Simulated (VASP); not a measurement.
Level of theory: LDA (Ceperley-Alder, Perdew-Zunger), VASP's LDA PAW potentials (set 64) (plane waves; VASP).

VASP input:

KPOINTS:
```
K-points
0
Gamma
4 4 4
```

INCAR:
```
ALGO=Normal
EDIFF=1E-6
ENCUT=400
ISIF=2
ISMEAR=0
LASPH=.True.
LCHARG=.False.
LMAXMIX=4
LREAL=.False.
LWAVE=.False.
NELM=100
PREC=Accurate
SIGMA=0.01
SYSTEM=H4BrN
```

### POSCAR
```
H4BrN
1
    4.0001000000     0.0000000000     0.0000000000
    0.0000000000     4.0001000000     0.0000000000
    0.0000000000     0.0000000000     4.0001000000
H Br N
4 1 1
Direct
  0.1492100000   0.1492100000   0.8507900000
  0.1492100000   0.8507900000   0.1492100000
  0.8507900000   0.8507900000   0.8507900000
  0.8507900000   0.1492100000   0.1492100000
  0.5000000000   0.5000000000   0.5000000000
  0.0000000000   0.0000000000   0.0000000000
```

POTCAR, in this order: H Br N (LDA.64 set). Program: vasp_std.

What VASP printed:

File OUTCAR:
```
 ion  position               nearest neighbor table
   1  0.149  0.149  0.851-   6 1.03
   2  0.149  0.851  0.149-   6 1.03
   3  0.851  0.851  0.851-   6 1.03
   4  0.851  0.149  0.149-   6 1.03
   5  0.500  0.500  0.500-
   6  0.000  0.000  0.000-   1 1.03   2 1.03   3 1.03   4 1.03
  LATTYP: Found a simple cubic cell.
 ALAT       =     4.0001000000
 Subroutine PRICEL returns:
 Original cell was already a primitive cell.
 Subroutine GETGRP returns: Found 24 space group operations
The static configuration has the point symmetry T_d .
The dynamic configuration has the point symmetry T_d .
 Subroutine INISYM returns: Found 24 space group operations
 Subroutine IBZKPT returns following result:
 Found     10 irreducible k-points:

 Following reciprocal coordinates:
            Coordinates               Weight
  0.000000  0.000000  0.000000      1.000000
  0.250000  0.000000  0.000000      6.000000
  0.500000  0.000000  0.000000      3.000000
  0.250000  0.250000  0.000000     12.000000
  0.500000  0.250000  0.000000     12.000000
  0.500000  0.500000  0.000000      3.000000
  0.250000  0.250000  0.250000      8.000000
  0.500000  0.250000  0.250000     12.000000
  0.500000  0.500000  0.250000      6.000000
  0.500000  0.500000  0.500000      1.000000
   k-points           NKPTS =     10   k-points in BZ     NKDIM =     10   number of bands    NBANDS=     12
   number of dos      NEDOS =    301   number of ions     NIONS =      6
   total plane-waves  NPLWV =  21952
   dimension x,y,z NGX =    28 NGY =   28 NGZ =   28
   dimension x,y,z NGXF=    56 NGYF=   56 NGZF=   56
   ions per type =               4   1   1
   PREC   = accura    normal or accurate (medium, high low for compatibility)
   ISTART =      0    job   : 0-new  1-cont  2-samecut
   ICHARG =      2    charge: 1-file 2-atom 10-const
   ISPIN  =      1    spin polarized calculation?
...
```

**OSZICAR**
```
       N       E                     dE             d eps       ncg     rms          rms(c)
DAV:   1     0.459343606729E+02    0.45934E+02   -0.59873E+03   248   0.921E+02
DAV:   2    -0.266509294221E+02   -0.72585E+02   -0.68854E+02   332   0.178E+02
DAV:   3    -0.306517767335E+02   -0.40008E+01   -0.39906E+01   304   0.470E+01
DAV:   4    -0.306838352445E+02   -0.32059E-01   -0.32045E-01   284   0.469E+00
DAV:   5    -0.306842546358E+02   -0.41939E-03   -0.41934E-03   304   0.504E-01    0.869E+00
DAV:   6    -0.287342299662E+02    0.19500E+01   -0.46368E+00   264   0.173E+01    0.411E+00
DAV:   7    -0.286129349629E+02    0.12130E+00   -0.32797E-01   308   0.419E+00    0.259E+00
DAV:   8    -0.285752464627E+02    0.37689E-01   -0.75307E-02   268   0.210E+00    0.325E-01
DAV:   9    -0.285734910780E+02    0.17554E-02   -0.73558E-03   300   0.731E-01    0.118E-01
DAV:  10    -0.285736479490E+02   -0.15687E-03   -0.85545E-04   268   0.245E-01    0.590E-02
DAV:  11    -0.285736428136E+02    0.51354E-05   -0.27270E-05   304   0.400E-02    0.354E-02
DAV:  12    -0.285736489335E+02   -0.61199E-05   -0.42603E-05   292   0.454E-02    0.951E-03
DAV:  13    -0.285736480607E+02    0.87280E-06   -0.23807E-06   236   0.121E-02
   1 F= -.28573648E+02 E0= -.28573648E+02  d E =-.423823E-17
```

### OUTCAR
```
------------------------ aborting loop because EDIFF is reached ----------------------------------------
  FORCE on cell =-STRESS in cart. coord.  units (eV):
  Direction    XX          YY          ZZ          XY          YZ          ZX
  --------------------------------------------------------------------------------------
  Total       -0.6241293     -0.6241293     -0.6241293      0.0000000      0.0000000      0.0000000
  in kB      -15.6232939    -15.6232939    -15.6232939      0.0000000      0.0000000      0.0000000
  external PRESSURE =     -15.6232939 kB  Pullay stress =       0.0000000 kB
  volume of cell :       64.00
      direct lattice vectors                 reciprocal lattice vectors
     4.000100000  0.000000000  0.000000000     0.249993750  0.000000000  0.000000000
     0.000000000  4.000100000  0.000000000     0.000000000  0.249993750  0.000000000
     0.000000000  0.000000000  4.000100000     0.000000000  0.000000000  0.249993750
 POSITION                                       TOTAL-FORCE (eV/Angst)
 -----------------------------------------------------------------------------------
      0.59685      0.59685      3.40325         0.405914      0.405914     -0.405914
      0.59685      3.40325      0.59685         0.405914     -0.405914      0.405914
      3.40325      3.40325      3.40325        -0.405914     -0.405914     -0.405914
      3.40325      0.59685      0.59685        -0.405914      0.405914      0.405914
      2.00005      2.00005      2.00005         0.000000     -0.000000     -0.000000
      0.00000      0.00000      0.00000         0.000000     -0.000000      0.000000
 -----------------------------------------------------------------------------------
    total drift:                               -0.000000     -0.000000     -0.000000
  FREE ENERGIE OF THE ION-ELECTRON SYSTEM (eV)
  ---------------------------------------------------
  free  energy   TOTEN  =       -28.5736480607 eV

  energy  without entropy=      -28.5736480607  energy(sigma->0) =      -28.57364806
```
(Selected blocks of OUTCAR.)

At this cut-off the stress carries a Pulay error, which pulls relaxed volumes low.

The structure comes from a computed database's H4BrN entry (P-43m); how it stands against other phases isn't given here. The cell was not relaxed at this level. The run is one of a series of settings (GGA removed, POTCAR H Br N (LDA.64 set) against the base run), some of them coarse on purpose.
